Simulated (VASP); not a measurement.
VASP input:

### KPOINTS
```
Automatic mesh
0
Gamma
5 5 3
0 0 0
```

### POSCAR
```
AuCl
1
    2.9899060000    -2.1849810000     0.0000000000
    2.9899060000     2.1849810000     0.0000000000
   -1.0852270000     0.0000000000     6.4573640000
Au Cl
2 2
Direct
  0.0000000000   0.5000000000   0.0000000000
  0.5000000000   0.0000000000   0.5000000000
  0.5816000000   0.4184000000   0.2500000000
  0.4184000000   0.5816000000   0.7500000000
```

INCAR:
```
SYSTEM = AuCl
PREC = Accurate
ENCUT = 400
EDIFF = 1E-6
NELM = 100
ALGO = Normal
LREAL = .FALSE.
LASPH = .TRUE.
ISMEAR = 0
SIGMA = 0.05
GGA = PE
LMAXMIX = 6
LWAVE = .FALSE.
LCHARG = .FALSE.
ISIF = 2
LSORBIT = .TRUE.
MAGMOM = 0 0 0 0 0 0 0 0 0 0 0 0
GGA_COMPAT = .FALSE.
```

POTCAR, in this order: Au Cl (PBE.64 set). Program: vasp_std.

Task: What happens when VASP runs on this input?

Result: There is a fault: LSORBIT needs the non-collinear program vasp_ncl. VASP stops with an error: ERROR: Noncollinear calculations require that VASP is compiled without the flag -DNGXhalf and-DNGZhalf. You probably tried to run a noncollinear calculation (LNONCOLLINEAR=T) with the executable vasp_std. Use vasp_ncl instead! ----> I REFUSE TO CONTINUE WITH THIS SICK JOB ... BYE!!! <----

**standard output**
```
 POSCAR found type information on POSCAR AuCl
 POSCAR found :  2 types and       4 ions
 Reading from existing POTCAR

 -----------------------------------------------------------------------------
|                                                                             |
|     EEEEEEE  RRRRRR   RRRRRR   OOOOOOO  RRRRRR      ###     ###     ###     |
|     E        R     R  R     R  O     O  R     R     ###     ###     ###     |
|     E        R     R  R     R  O     O  R     R     ###     ###     ###     |
|     EEEEE    RRRRRR   RRRRRR   O     O  RRRRRR       #       #       #      |
|     E        R   R    R   R    O     O  R   R                               |
|     E        R    R   R    R   O     O  R    R      ###     ###     ###     |
|     EEEEEEE  R     R  R     R  OOOOOOO  R     R     ###     ###     ###     |
|                                                                             |
|     ERROR: Noncollinear calculations require that VASP is compiled          |
|     without the flag -DNGXhalf and-DNGZhalf.                                |
|     You probably tried to run a noncollinear calculation                    |
|     (LNONCOLLINEAR=T) with the executable vasp_std. Use vasp_ncl            |
|     instead!                                                                |
|                                                                             |
|       ---->  I REFUSE TO CONTINUE WITH THIS SICK JOB ... BYE!!! <----       |
|                                                                             |
 -----------------------------------------------------------------------------
```

To mend it, run vasp_ncl.

The mended run (PBE GGA with spin-orbit coupling, plane waves, VASP's PBE PAW potentials (set 64)) converges, and its OSZICAR ends with
```
   1 F= -.95424897E+01 E0= -.95421334E+01  d E =-.712567E-03  mag=    -0.0000     0.0000    -0.0000
```

The structure was generated: AuCl was put into the tenorite type (C2/c), which need not be its known phase. The cell was not relaxed at this level.
